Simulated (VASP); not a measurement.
Input:

```cif
data_CW
_chemical_formula_sum 'W1 C1'
_space_group_name_H-M_alt 'P-6m2'
_space_group_IT_number 187
_space_group_name_Hall 'P -6 2'
_cell_length_a 2.92484
_cell_length_b 2.92484
_cell_length_c 2.84838
_cell_angle_alpha 90.000
_cell_angle_beta 90.000
_cell_angle_gamma 120.000
loop_
_atom_site_label
_atom_site_type_symbol
_atom_site_symmetry_multiplicity
_atom_site_Wyckoff_symbol
_atom_site_fract_x
_atom_site_fract_y
_atom_site_fract_z
_atom_site_occupancy
W1 W 1 a 0.00000 0.00000 0.00000 1
C1 C 1 d 0.33333 0.66667 0.50000 1
```

The numbers are results of PBE GGA, VASP's PBE PAW potentials (set 64) (plane waves; VASP), not measurements. Run with 600 eV cut-off, 14×14×12 Γ-centred mesh, first-order Methfessel-Paxton smearing of 0.10 eV, potentials W_sv C.

Each relaxation starts from this cell; other phases were not tried.

Task: The cell is relaxed at 5 GPa. What happens?

Result: The volume per atom goes from 10.55 to 10.42 Å³ (-1.3 %), and the cell becomes a = 2.9104 Å, b = 2.9104 Å, c = 2.8404 Å, α = 90.00°, β = 90.00°, γ = 120.00°, space group P-6m2.

Task: The cell is relaxed at 30 GPa. What happens?

Result: The volume per atom goes from 10.55 to 9.86 Å³ (-6.5 %), and the cell becomes a = b = 2.853 Å, c = 2.797 Å, α = β = 90.00°, γ = 120.00°, space group P-6m2.

Failed runs are left out, and for metals the shear rows, which the mesh's noise covers.

The compound is WC in the wc structure.
